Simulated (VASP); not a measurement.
Computed with LDA (Ceperley-Alder, Perdew-Zunger), VASP's LDA PAW potentials (set 64) (plane waves; VASP).

The input files of a VASP run:

KPOINTS:
```
K-points
0
Gamma
 13 13 13
0 0 0
```

POSCAR:
```
Pb
1
   -0.0000000000     2.3330095107     2.3330095107
    2.3330095107     0.0000000000     2.3330095107
    2.3330095107     2.3330095107    -0.0000000000
Pb
1
Direct
  0.0000000000   0.0000000000   0.0000000000
```

### INCAR
```
SYSTEM = Pb
PREC = Accurate; ENCUT = 500; LREAL = F
LASPH = T
EDIFF = 1E-6; NELM = 100; ALGO = Normal
LMAXMIX = 4
ISMEAR = 1; SIGMA = 0.1
IBRION = 2; NSW = 40; ISIF = 3
EDIFFG = -0.02; PSTRESS = 100
LWAVE = F; LCHARG = F
```

POTCAR, in this order: Pb_d (LDA.64 set). Program: vasp_std.

The resulting files:

**OUTCAR**
```
 ion  position               nearest neighbor table
   1  0.000  0.000  0.000-
  LATTYP: Found a face centered cubic cell.
 ALAT       =     4.6660190214
 Subroutine PRICEL returns:
 Original cell was already a primitive cell.
 Subroutine GETGRP returns: Found 48 space group operations
The static configuration has the point symmetry O_h .
The dynamic configuration has the point symmetry O_h .
 Subroutine INISYM returns: Found 48 space group operations
 Subroutine IBZKPT returns following result:
 Found     84 irreducible k-points:

 Following reciprocal coordinates:
            Coordinates               Weight
  0.000000  0.000000  0.000000      1.000000
  0.076923  0.000000  0.000000      8.000000
  0.153846  0.000000  0.000000      8.000000
  0.230769  0.000000  0.000000      8.000000
  0.307692  0.000000  0.000000      8.000000
  0.384615  0.000000  0.000000      8.000000
  0.461538  0.000000  0.000000      8.000000
  0.076923  0.076923  0.000000      6.000000
  0.153846  0.076923  0.000000     24.000000
  0.230769  0.076923  0.000000     24.000000
  0.307692  0.076923  0.000000     24.000000
  0.384615  0.076923  0.000000     24.000000
  0.461538  0.076923  0.000000     24.000000
 -0.461538  0.076923  0.000000     24.000000
 -0.384615  0.076923  0.000000     24.000000
 -0.307692  0.076923  0.000000     24.000000
 -0.230769  0.076923  0.000000     24.000000
 -0.153846  0.076923  0.000000     24.000000
 -0.076923  0.076923  0.000000     12.000000
  0.153846  0.153846  0.000000      6.000000
  0.230769  0.153846  0.000000     24.000000
  0.307692  0.153846  0.000000     24.000000
  0.384615  0.153846  0.000000     24.000000
  0.461538  0.153846  0.000000     24.000000
 -0.461538  0.153846  0.000000     24.000000
...
```

OSZICAR:
```
       N       E                     dE             d eps       ncg     rms          rms(c)
DAV:   1     0.102424369718E+03    0.10242E+03   -0.72875E+03  1859   0.153E+03
DAV:   2     0.150740928265E+00   -0.10227E+03   -0.10000E+03  1896   0.334E+02
DAV:   3    -0.407874249483E+01   -0.42295E+01   -0.41922E+01  2239   0.795E+01
DAV:   4    -0.417006661248E+01   -0.91324E-01   -0.91303E-01  2195   0.121E+01
DAV:   5    -0.417403954151E+01   -0.39729E-02   -0.39728E-02  2275   0.239E+00    0.777E-01
DAV:   6    -0.415616056124E+01    0.17879E-01   -0.22180E-02  2267   0.312E+00    0.364E-01
DAV:   7    -0.415056624049E+01    0.55943E-02   -0.90871E-03  2210   0.188E+00    0.853E-02
DAV:   8    -0.415008401820E+01    0.48222E-03   -0.44832E-04  2668   0.434E-01    0.847E-03
DAV:   9    -0.415008106091E+01    0.29573E-05   -0.96274E-06  2252   0.648E-02    0.442E-03
DAV:  10    -0.415008096120E+01    0.99711E-07   -0.20265E-07  1245   0.720E-03
   1 F= -.25649362E+01 E0= -.25645783E+01  d E =-.256494E+01
```

File OUTCAR:
```
------------------------ aborting loop because EDIFF is reached ----------------------------------------
  FORCE on cell =-STRESS in cart. coord.  units (eV):
  Direction    XX          YY          ZZ          XY          YZ          ZX
  --------------------------------------------------------------------------------------
  Total        1.5761688      1.5761688      1.5761688     -0.0000000      0.0000000     -0.0000000
  in kB       99.4337407     99.4337407     99.4337407     -0.0000000      0.0000000     -0.0000000
  external PRESSURE =      -0.5662593 kB  Pullay stress =     100.0000000 kB
  volume of cell :       25.40
      direct lattice vectors                 reciprocal lattice vectors
     0.000000000  2.333009511  2.333009511    -0.214315457  0.214315457  0.214315457
     2.333009511  0.000000000  2.333009511     0.214315457 -0.214315457  0.214315457
     2.333009511  2.333009511  0.000000000     0.214315457  0.214315457 -0.214315457
 POSITION                                       TOTAL-FORCE (eV/Angst)
 -----------------------------------------------------------------------------------
      0.00000      0.00000      0.00000         0.000000      0.000000      0.000000
 -----------------------------------------------------------------------------------
    total drift:                               -0.000000      0.000000      0.000000
  FREE ENERGIE OF THE ION-ELECTRON SYSTEM (eV)
  ---------------------------------------------------
  free  energy   TOTEN  =        -4.1500809612 eV

  energy  without entropy=       -4.1490073794  energy(sigma->0) =       -4.14972310
  enthalpy is  TOTEN    =        -2.5649361589 eV   P V=        1.5851448023

 reached required accuracy - stopping structural energy minimisation
```
(Selected blocks of OUTCAR.)

The compound is Pb in the fcc structure. It was relaxed first under an external pressure of 10 GPa.
